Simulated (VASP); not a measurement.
Crystal: Mg6ZnMo.

```xyz
8
Lattice="4.8204 0.0000 0.0000 0.0000 3.0866 5.3030 0.0000 -3.0866 5.3030" Properties=species:S:1:pos:R:3 pbc="T T T"
Mo    2.4102    0.0000    7.1036
Zn    0.0000    0.0000    8.6779
Mg    2.4102    0.0000    1.7563
Mg    2.4102    1.5885    4.4098
Mg    2.4102   -1.5885    4.4098
Mg    0.0000    0.0000    3.5362
Mg    0.0000    1.4537    6.2652
Mg    0.0000   -1.4537    6.2652
```

The cell comes from a database or a generator and needn't be the stable form of this composition.

| Item | Value |
| --- | --- |
| Program | VASP 6.6.1 |
| Task | single point |
| Functional | PBE |
| Potentials or basis | VASP PAW PBE potentials, release 64 (Mo_sv, Zn, Mg) |
| Cutoff | 520 eV |
| k mesh | 6 × 5 × 5 |
| Occupations | fermi-dirac, width 0.05 eV |
| Spin | no spin polarisation |

On this cell: pressure -0.3 GPa; largest force 0.133 eV/Å; band gap on the k mesh none (metal or under the smearing width).

The same run follows on a disturbed copy (atoms moved at random, drawn with an rms of 0.05 Å):

```
Mo Zn Mg
1.0
     4.82036    0.00000    0.00000
     0.00000    3.08659    5.30301
     0.00000   -3.08659    5.30301
Mo Zn Mg
1 1 6
Direct
  0.49009 0.66353 0.67539
  0.00118 0.81531 0.82034
  0.51287 0.16867 0.16819
  0.49982 0.67172 0.17358
  0.49305 0.16762 0.67598
  0.00677 0.32975 0.33639
  0.99082 0.82730 0.35660
  0.00578 0.35226 0.83358
```

**Question.** What does the disturbed cell give?

**Answer.** The energy (extrapolated to zero smearing) moves by +6.2 meV/atom; pressure -0.2 GPa; largest force 0.365 eV/Å; band gap on the k mesh none (metal or under the smearing width).

Forces in eV/Å, atoms in the order of the input:
```
Mo   0.211  0.133  0.225
Zn  -0.072 -0.009 -0.054
Mg  -0.297 -0.062  0.039
Mg  -0.023  0.176 -0.202
Mg   0.229 -0.206 -0.196
Mg  -0.065  0.016  0.156
Mg   0.205 -0.152  0.050
Mg  -0.190  0.105 -0.017
```

Stress tensor (GPa, compression positive):
```
 0.21 -0.08  0.17
-0.08 -0.65  0.06
 0.17  0.06 -0.03
```
